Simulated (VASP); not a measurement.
All values below come from r2SCAN meta-GGA, VASP's PBE PAW potentials (set 64) (plane waves; VASP 6.6.1).

Input for VASP

### INCAR
```
SYSTEM = Ga2BiAs
PREC = Accurate; ENCUT = 400; LREAL = F
LASPH = T
EDIFF = 1E-6; NELM = 100; ALGO = Normal
LMAXMIX = 4; LMIXTAU = T
ISMEAR = 1; SIGMA = 0.1
METAGGA = R2SCAN
IBRION = 2; NSW = 60; ISIF = 3
EDIFFG = -0.02
LWAVE = F; LCHARG = F
```

**POSCAR**
```
Ga2BiAs
1
    4.2301439889     0.0000000000    -0.0000000000
    0.0000000000     4.2301439889     0.0000000000
   -0.0000000000     0.0000000000     6.0143816593
Ga Bi As
2 1 1
Direct
  0.5000000000   0.0000000000   0.7257961902
  0.0000000000   0.5000000000   0.2742038098
  0.0000000000   0.0000000000   1.0000000000
  0.5000000000   0.5000000000   0.5000000000
```

File KPOINTS:
```
kpoints
0
Gamma
  7 7 5
```

POTCAR, in this order: Ga_d Bi_d As (PBE.64 set). Program: vasp_std.

The resulting files:

### OSZICAR
```
       N       E                     dE             d eps       ncg     rms          rms(c)
DAV:   1     0.275112268475E+03    0.27511E+03   -0.20661E+04  1623   0.215E+03
DAV:   2    -0.611272017338E+02   -0.33624E+03   -0.33083E+03  1702   0.493E+02
DAV:   3    -0.101787457243E+03   -0.40660E+02   -0.39401E+02  1918   0.163E+02
DAV:   4    -0.103488728243E+03   -0.17013E+01   -0.16919E+01  1931   0.345E+01
DAV:   5    -0.103548115272E+03   -0.59387E-01   -0.59359E-01  2347   0.608E+00    0.371E+00
DAV:   6    -0.990516339126E+02    0.44965E+01   -0.18104E+00  2051   0.200E+01    0.196E+00
DAV:   7    -0.952535377928E+02    0.37981E+01   -0.71291E-01  1689   0.704E+00    0.126E+00
DAV:   8    -0.966259214616E+02   -0.13724E+01   -0.73038E-01  1656   0.592E+00    0.343E-01
DAV:   9    -0.967584714620E+02   -0.13255E+00   -0.11894E-01  1727   0.195E+00    0.288E-01
DAV:  10    -0.967498148695E+02    0.86566E-02   -0.30710E-02  1758   0.150E+00    0.195E-01
DAV:  11    -0.965245459372E+02    0.22527E+00   -0.14709E-01  1629   0.235E+00    0.100E-01
DAV:  12    -0.967645512840E+02   -0.24001E+00   -0.92064E-02  1638   0.164E+00    0.107E-01
DAV:  13    -0.967626916976E+02    0.18596E-02   -0.18927E-03  1894   0.345E-01    0.935E-02
DAV:  14    -0.967630654993E+02   -0.37380E-03   -0.46416E-04  1707   0.204E-01    0.354E-02
DAV:  15    -0.967648272617E+02   -0.17618E-02   -0.69609E-04  1689   0.219E-01    0.205E-02
DAV:  16    -0.967652136683E+02   -0.38641E-03   -0.21361E-04  1692   0.142E-01    0.122E-02
DAV:  17    -0.967655094043E+02   -0.29574E-03   -0.66761E-05  1776   0.661E-02    0.477E-03
DAV:  18    -0.967655378278E+02   -0.28423E-04   -0.11569E-05  1835   0.256E-02    0.366E-03
DAV:  19    -0.967655361379E+02    0.16899E-05   -0.23110E-05  1680   0.412E-02    0.223E-03
DAV:  20    -0.967655509194E+02   -0.14782E-04   -0.11179E-05  1659   0.250E-02    0.144E-03
DAV:  21    -0.967655522590E+02   -0.13396E-05   -0.39409E-07  1030   0.582E-03    0.106E-03
DAV:  22    -0.967655526053E+02   -0.34625E-06   -0.20624E-07   918   0.323E-03
   1 F= -.96765553E+02 E0= -.96765500E+02  d E =-.967656E+02
       N       E                     dE             d eps       ncg     rms          rms(c)
DAV:   1    -0.968023657553E+02   -0.36813E-01   -0.74673E-01  2016   0.125E+01    0.107E+00
DAV:   2    -0.967729044484E+02    0.29461E-01   -0.62644E-02  1998   0.385E+00    0.487E-01
DAV:   3    -0.967637833567E+02    0.91211E-02   -0.22799E-02  2157   0.194E+00    0.905E-02
DAV:   4    -0.967655598821E+02   -0.17765E-02   -0.42954E-03  1629   0.570E-01    0.554E-02
DAV:   5    -0.967659825178E+02   -0.42264E-03   -0.63014E-04  1689   0.185E-01    0.292E-02
DAV:   6    -0.967659941401E+02   -0.11622E-04   -0.16127E-04  1724   0.105E-01    0.764E-03
DAV:   7    -0.967660836704E+02   -0.89530E-04   -0.59959E-05  1718   0.772E-02    0.331E-03
DAV:   8    -0.967660803571E+02    0.33133E-05   -0.16473E-05  1848   0.390E-02    0.198E-03
DAV:   9    -0.967660900621E+02   -0.97050E-05   -0.11808E-05  1669   0.328E-02    0.737E-04
DAV:  10    -0.967660962364E+02   -0.61743E-05   -0.22710E-06  1233   0.139E-02    0.270E-04
DAV:  11    -0.967660965634E+02   -0.32698E-06   -0.16255E-07   939   0.450E-03
   2 F= -.96766097E+02 E0= -.96766047E+02  d E =-.543958E-03
       N       E                     dE             d eps       ncg     rms          rms(c)
DAV:   1    -0.967704682709E+02   -0.43720E-02   -0.86706E-02  2006   0.421E+00    0.369E-01
DAV:   2    -0.967670326669E+02    0.34356E-02   -0.75056E-03  1992   0.135E+00    0.167E-01
DAV:   3    -0.967660369772E+02    0.99569E-03   -0.25834E-03  2173   0.654E-01    0.318E-02
DAV:   4    -0.967662125540E+02   -0.17558E-03   -0.48159E-04  1632   0.192E-01    0.192E-02
DAV:   5    -0.967662478656E+02   -0.35312E-04   -0.79707E-05  1666   0.655E-02    0.101E-02
DAV:   6    -0.967662508551E+02   -0.29895E-05   -0.21816E-05  1721   0.377E-02    0.258E-03
DAV:   7    -0.967662584305E+02   -0.75754E-05   -0.61382E-06  1451   0.252E-02    0.119E-03
DAV:   8    -0.967662559387E+02    0.24918E-05   -0.21570E-06  1227   0.152E-02    0.852E-04
DAV:   9    -0.967662572390E+02   -0.13003E-05   -0.16321E-06  1179   0.126E-02    0.304E-04
DAV:  10    -0.967662577972E+02   -0.55819E-06   -0.29673E-07   876   0.561E-03
   3 F= -.96766258E+02 E0= -.96766207E+02  d E =-.705192E-03
```

**OUTCAR**
```
------------------------ aborting loop because EDIFF is reached ----------------------------------------
  FORCE on cell =-STRESS in cart. coord.  units (eV):
  Direction    XX          YY          ZZ          XY          YZ          ZX
  --------------------------------------------------------------------------------------
  Total        0.0108190      0.0108190      0.0294853      0.0000000      0.0000000      0.0000000
  in kB        0.1601210      0.1601210      0.4363812      0.0000000      0.0000000      0.0000000
  external PRESSURE =       0.2522078 kB  Pullay stress =       0.0000000 kB
  volume of cell :      108.26
      direct lattice vectors                 reciprocal lattice vectors
     4.238098204  0.000000000  0.000000000     0.235954891  0.000000000  0.000000000
     0.000000000  4.238098204  0.000000000     0.000000000  0.235954891  0.000000000
    -0.000000000  0.000000000  6.027096778     0.000000000  0.000000000  0.165917362
 POSITION                                       TOTAL-FORCE (eV/Angst)
 -----------------------------------------------------------------------------------
      2.11905      0.00000      4.37379         0.000000     -0.000000     -0.008297
     -0.00000      2.11905      1.65331        -0.000000     -0.000000      0.008297
      0.00000      0.00000      0.00000         0.000000     -0.000000      0.000000
      2.11905      2.11905      3.01355         0.000000      0.000000      0.000000
 -----------------------------------------------------------------------------------
    total drift:                               -0.000000     -0.000000     -0.000000
  FREE ENERGIE OF THE ION-ELECTRON SYSTEM (eV)
  ---------------------------------------------------
  free  energy   TOTEN  =       -96.7662577972 eV

  energy  without entropy=      -96.7661054053  energy(sigma->0) =      -96.76620700

 reached required accuracy - stopping structural energy minimisation
```
(Selected blocks of OUTCAR.)

File CONTCAR:
```
Ga2BiAs
   1.00000000000000
     4.2380982040361017    0.0000000000000000    0.0000000000000000
     0.0000000000000000    4.2380982040361017    0.0000000000000000
    -0.0000000000000000    0.0000000000000000    6.0270967782561335
  Ga              Bi              As
     2     1     1
Direct
     0.5000000000000000    0.0000000000000000    0.7256871851882720
     0.0000000000000000    0.5000000000000000    0.2743128148117280
     0.0000000000000000    0.0000000000000000    0.0000000000000000
     0.5000000000000000    0.5000000000000000    0.5000000000000000
```

The structure comes from a computed database's Ga2BiAs entry (P-4m2); how it stands against other phases isn't given here. This run relaxes it. Symmetry was kept, so distortions that lower it aren't found. The start is the result of an earlier pass.
